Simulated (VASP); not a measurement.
Input:

```yaml
crystal:
  lattice:
    - [1.82586, -3.16249, 0.00000]
    - [1.82586, 3.16249, 0.00000]
    - [0.00000, 0.00000, 6.92126]
  atoms:
    - { symbol: Hf, position: [0.00000, 0.00000, 0.00000] }
    - { symbol: S, position: [0.33333, 0.66667, 0.20799] }
    - { symbol: S, position: [0.66667, 0.33333, 0.79201] }
```

These are PW91 GGA, VASP's PBE PAW potentials (set 64) (plane waves; VASP) values and carry that method's errors. Numerical set-up: 520 eV cut-off, 8×8×4 Γ-centred mesh, tetrahedra with Blöchl corrections, potentials Hf_pv S.

The cores are frozen, which limits the accuracy of field gradients. Without a dispersion term in the relaxation, distances and binding between the weakly bound layers, chains or molecules are unreliable, and so is what depends on them.

**Question.** Give the principal components of the electric field gradient (V/Å²) and the asymmetry η at each nucleus.

**Answer.** 
| atom | Vxx | Vyy | Vzz | η |
|---|---|---|---|---|
| Hf1 | 9.8 | 9.8 | -19.6 | 0.00 |
| S2 | 3.3 | 3.3 | -6.5 | 0.00 |
| S3 | 3.3 | 3.3 | -6.5 | 0.00 |

The compound is HfS2 in the 1T layered structure. It was relaxed first, which changed the volume by +20 %.
